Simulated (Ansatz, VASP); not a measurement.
# GaSbAs2 (CuAu-ordered zincblende type (invented)): VASP beside Ansatz, part 2 of 2

Wanted: the spread between two codes on one cell, functional and k mesh. The cell is generated by rule, not measured, and may not be a known phase. Of the first pair: The two relaxations start from unlike cells of this crystal (the structure described is Ansatz's start), so only their ends are compared.

VASP 6.6.1 and Ansatz 0.2.0.

So far: The structure; VASP: relaxation of cell and atoms, PBEsol, pair 1; Ansatz: relaxation of cell and atoms, PBEsol, pair 1; Side by side.

### 5. Ansatz: relaxation of cell and atoms, PBEsol, pair 2

Level of this step: Ansatz beside VASP: Kohn-Sham DFT, plane waves, PBEsol (Ansatz).

The relaxed volume is the usual yardstick between codes: in a stiff, nearly cubic crystal its relative difference is about their pressure difference at one cell divided by the bulk modulus. Its start cell is another than that of the pair before, and may be another structure of the material.

The cell is taken from a series of runs on this material, whose earlier steps may have relaxed, scaled, displaced or heated it; both programs get it as it stands.

The input, input.yaml:

```yaml
crystal:
  lattice:
    - [4.1078452861, 0.0, 0.0]
    - [0.0, 4.1078452861, 0.0]
    - [0.0, 0.0, 6.5336038692]
  atoms:
    - { symbol: Ga, position: [0.0, 0.0, 0.0] }
    - { symbol: Sb, position: [0.5, 0.5, 0.5] }
    - { symbol: As, position: [0.0, 0.5, 0.2129772378] }
    - { symbol: As, position: [0.5, 0.0, 0.7870227622] }
kpoints:
  mp_grid: { grid: [10, 10, 8] }
hamiltonian:
  xc: pbesol
scf:
  occupations: { method: gaussian, width: 0.1 }
output:
  forces: true
  stress: true
  eigenvalues: true
  write_density: true
  write_potential: true
  elf: true
  volumetric_format: npy
relax:
  adjacent_minimum: "off"
  f_tol: 0.005
  max_steps: 80
  cell: { stress_tol: 0.05 }
```

Started as:

```console
ansatz run input.yaml --threads 2 --pin off --max-ram 5120MiB --backend cpu --events-out ev --progress --plain --runs-dir out
```

Numbers of over 12 decimals in the logs are rounded to 6 here.

What it wrote:

```text
[...]
Crystal: 4 atoms, lattice volume = 110.251 Å³
Basis set: ecut = 420 eV, 2149 PW (Γ), exchange–correlation on 60×60×90 points (8 copies of the dense FFT grid, shifted against one another)
Bands: 35, of which v1, the nominal top of the filled ones, is band 29 counted from 1 (28 counted from 0)
Symmetry: 8 space group operations
[...]
k-points: 105 of 800 (time reversal used)
[...]
--- Relaxed structure (4 steps of the walk, 4 accepted, 1 SCFs on fresh bases) ---
[...]
cell:  # Å, volume = 109.4279 Å³
    - [4.083130, 0.0, 0]
    - [0.0, 4.083130, 0.0]
    - [0, 0.0, 6.563592]
  atoms:
    - { symbol: Ga, position: [0, 0.0, 0] }
    - { symbol: Sb, position: [0.500000, 0.500000, 0.5] }
    - { symbol: As, position: [0, 0.500000, 0.212096] }
    - { symbol: As, position: [0.500000, 0.0, 0.787904] }
[key lines of the parts left out:]
SCF converged after 5 iterations
Free energy (F): -19776.777548 eV
Fermi energy:    7.932334 eV
P = ⅓ Tr σ = 0.0024 GPa (0.024 kbar)
```

### 6. VASP: relaxation of cell and atoms, PBEsol, pair 2

The same cell, functional, mesh and smearing now go to VASP, with its own data sets.

The input, INCAR:

```
SYSTEM = GaSbAs2
PREC = Accurate
ENCUT = 500
EDIFF = 1E-07
NELM = 120
ISMEAR = 0
SIGMA = 0.1
LREAL = .FALSE.
ALGO = Normal
GGA = PS
NBANDS = 20
LORBIT = 11
LWAVE = .FALSE.
LCHARG = .FALSE.
ISIF = 3
IBRION = 2
NSW = 80
EDIFFG = -0.005
LASPH = .TRUE.
GGA_COMPAT = .FALSE.
NELMIN = 4
KPAR = 2
```

The input, POSCAR:

```
GaSbAs2
1.0
    4.1078450000      0.0000000000      0.0000000000
    0.0000000000      4.1078450000      0.0000000000
    0.0000000000      0.0000000000      6.5336040000
Ga Sb As
1 1 2
Direct
    0.0000000000      0.0000000000      0.0000000000
    0.5000001217      0.5000001217      0.5000000000
    0.0000000000      0.5000001217      0.2129772481
    0.5000001217      0.0000000000      0.7870227519
```

The input, KPOINTS:

```
Automatic mesh
0
Gamma
10 10 8
0 0 0
```

PAW data sets: Ga_d, Sb and As (PBE family, release 64).

Started as:

```console
mpirun -np 2 vasp_std
```

What it wrote:

```text
[banner, memory and clock lines left out]
running    2 mpi-ranks, on    1 nodes
[...]
[... a notice as in an earlier step ...]

 LDA part: xc-table for (Slater+PW92), standard interpolation
 POSCAR, INCAR and KPOINTS ok, starting setup
[...]
entering main loop
       N       E                     dE             d eps       ncg     rms          rms(c)
DAV:   1     0.161426037648E+03    0.16143E+03   -0.12001E+04  4280   0.144E+03
DAV:   2    -0.799002879504E+00   -0.16223E+03   -0.15631E+03  4804   0.319E+02
DAV:   3    -0.173754329161E+02   -0.16576E+02   -0.16015E+02  5068   0.903E+01
DAV:   4    -0.179766729629E+02   -0.60124E+00   -0.59399E+00  5140   0.173E+01
[...]
DAV:  13    -0.175748442973E+02   -0.58880E-06   -0.14686E-06  4884   0.814E-03    0.217E-03
DAV:  14    -0.175748444753E+02   -0.17801E-06   -0.14913E-07  3812   0.311E-03    0.683E-04
DAV:  15    -0.175748445516E+02   -0.76290E-07   -0.44011E-08  2816   0.130E-03
   1 F= -.17574845E+02 E0= -.17570410E+02  d E =-.175748E+02
[... from here on, the cycles between the ionic steps are left out ...]
   2 F= -.17575598E+02 E0= -.17571160E+02  d E =-.753219E-03
   3 F= -.17575958E+02 E0= -.17571505E+02  d E =-.111306E-02
   4 F= -.17576103E+02 E0= -.17571581E+02  d E =-.145608E-03
   5 F= -.17576110E+02 E0= -.17571600E+02  d E =-.152671E-03
   6 F= -.17576171E+02 E0= -.17571626E+02  d E =-.607004E-04
   7 F= -.17576218E+02 E0= -.17571603E+02  d E =-.107979E-03
[...]
reached required accuracy - stopping structural energy minimisation
```

OUTCAR, selected parts (step 6):

```text
  Total        0.0016224      0.0016224      0.0042366      0.0000000      0.0000000      0.0000000
  in kB        0.0236941      0.0236941      0.0618738      0.0000000      0.0000000      0.0000000
  external PRESSURE =       0.0364206 kB  Pullay stress =       0.0000000 kB

 POSITION                                       TOTAL-FORCE (eV/Angst)
 -----------------------------------------------------------------------------------
      4.08559      0.00000      0.00000        -0.000000      0.000000      0.000000
      2.04280      2.04280      3.28611         0.000000      0.000000      0.000000
     -0.00000      2.04280      1.39407         0.000000      0.000000     -0.003674
      2.04280      0.00000      5.17815        -0.000000      0.000000      0.003674
 -----------------------------------------------------------------------------------
    total drift:                               -0.000128     -0.000128     -0.000000

  FREE ENERGIE OF THE ION-ELECTRON SYSTEM (eV)
  ---------------------------------------------------
  free  energy   TOTEN  =       -17.5762182626 eV

  energy  without entropy=      -17.5669884905  energy(sigma->0) =      -17.57160338

[... 1 part as in an earlier step ...]

[... 3 further parts left out ...]
[key lines of the parts left out:]
E-fermi :   4.3400
```

### 7. Side by side

What differs besides the data sets and the points named for the pairs above, as far as they apply: the data sets hold 58 valence electrons in Ansatz (on its default PAW (the set named soft_2) files) and 28 in VASP. Total energies have different zeros and are not compared.

Compared:

| quantity | Ansatz | VASP | difference |
| --- | --- | --- | --- |
| volume (Å³) | 109.43 | 109.70 | -0.25 % |
| edge a after relaxation, in the typed setting (Å) | 4.083 | 4.086 | -0.06 % |
| edge c after relaxation, in the typed setting (Å) | 6.564 | 6.572 | -0.13 % |

### 8. Summary of results

| Quantity | Value |
| --- | --- |
| difference in edge c after relaxation, in the typed setting (relaxation of cell and atoms, PBEsol, pair 1) | -1.4 % |
| difference in volume (relaxation of cell and atoms, PBEsol, pair 2) | -0.25 % |

In words: The difference in edge c after relaxation, in the typed setting is -1.4 % (relaxation of cell and atoms, PBEsol, pair 1), beyond the 1.2 % picked in this series as the mark of a large difference, as far as the stopping tolerances let one tell. The data sets hold unlike numbers of valence electrons (58 in Ansatz and 28 in VASP), so part of the differences comes from the potentials. How closely two codes agree says nothing of how well the functional describes the real material.

[Lines on the potential files, build, host, timing and source positions are cut from VASP's logs without a mark.]

[Logs are printed without paths, hosts, clocks, repeated set-up lines and the standing remarks that a program may print on its own settings, such as how far it seeks lower states.]

[Hosts, paths, dates, database ids (printed as entryN), source tags and the programs' standing remarks are cut or masked in the printed files.]
